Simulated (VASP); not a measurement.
OSZICAR of a VASP run on BN (wurtzite):

File OSZICAR:
```
       N       E                     dE             d eps       ncg     rms          rms(c)
DAV:   1     0.526350966535E+02    0.52635E+02   -0.88476E+03  1008   0.129E+03
DAV:   2    -0.307648511055E+02   -0.83400E+02   -0.78580E+02  1376   0.268E+02
DAV:   3    -0.331882706457E+02   -0.24234E+01   -0.24157E+01  1340   0.475E+01
DAV:   4    -0.332037377266E+02   -0.15467E-01   -0.15457E-01  1268   0.376E+00
DAV:   5    -0.332039411800E+02   -0.20345E-03   -0.20315E-03  1316   0.402E-01    0.936E+00
DAV:   6    -0.314513299591E+02    0.17526E+01   -0.51659E+00  1276   0.186E+01    0.439E+00
DAV:   7    -0.313344300236E+02    0.11690E+00   -0.21568E-01  1176   0.449E+00    0.267E+00
DAV:   8    -0.313031517773E+02    0.31278E-01   -0.78395E-02  1136   0.250E+00    0.229E-01
DAV:   9    -0.313021615603E+02    0.99022E-03   -0.23015E-03  1308   0.498E-01    0.115E-01
DAV:  10    -0.313023445381E+02   -0.18298E-03   -0.38409E-04  1192   0.197E-01    0.270E-02
DAV:  11    -0.313023432656E+02    0.12725E-05   -0.66937E-05  1292   0.703E-02    0.111E-02
DAV:  12    -0.313023446321E+02   -0.13665E-05   -0.64899E-06  1236   0.262E-02    0.230E-03
DAV:  13    -0.313023447306E+02   -0.98499E-07   -0.20760E-07  1056   0.490E-03
   1 F= -.31302345E+02 E0= -.31302345E+02  d E =-.313023E+02
       N       E                     dE             d eps       ncg     rms          rms(c)
DAV:   1    -0.313023200260E+02    0.24606E-04   -0.20319E-02  1136   0.136E+00    0.260E-02
DAV:   2    -0.313023435877E+02   -0.23562E-04   -0.28137E-04  1272   0.161E-01    0.160E-02
DAV:   3    -0.313023397303E+02    0.38574E-05   -0.48598E-06  1268   0.251E-02    0.664E-03
DAV:   4    -0.313023394388E+02    0.29154E-06   -0.29477E-06  1312   0.167E-02    0.178E-03
DAV:   5    -0.313023394313E+02    0.74131E-08   -0.45197E-07  1136   0.720E-03
   2 F= -.31302339E+02 E0= -.31302339E+02  d E =0.529926E-05
       N       E                     dE             d eps       ncg     rms          rms(c)
DAV:   1    -0.313023831029E+02   -0.43664E-04   -0.53769E-03  1128   0.702E-01    0.132E-02
DAV:   2    -0.313023890771E+02   -0.59742E-05   -0.74624E-05  1272   0.829E-02    0.833E-03
DAV:   3    -0.313023881500E+02    0.92717E-06   -0.12940E-06  1256   0.129E-02    0.348E-03
DAV:   4    -0.313023881307E+02    0.19295E-07   -0.79517E-07  1304   0.867E-03
   3 F= -.31302388E+02 E0= -.31302388E+02  d E =-.434001E-04
```

**Question.** Which electronic solver shows in the log?

**Answer.** It is blocked Davidson (ALGO = Normal, or the opening steps of other solvers). The INCAR had ALGO = Normal.

**Question.** Can the final energy be trusted as converged?

**Answer.** The calculation finished and met its thresholds. It stopped with EDIFF = 1E-7, NELM = 100, NSW = 30 and EDIFFG = -0.01 after 3 ionic steps (optB86b-vdW, plane waves, VASP's PBE PAW potentials (set 64)).

The compound is BN in the wurtzite structure, a metastable high-pressure form. This cell is one point of a volume scan, at 1.03 of the reference volume. Symmetry was kept, so distortions that lower it aren't found.
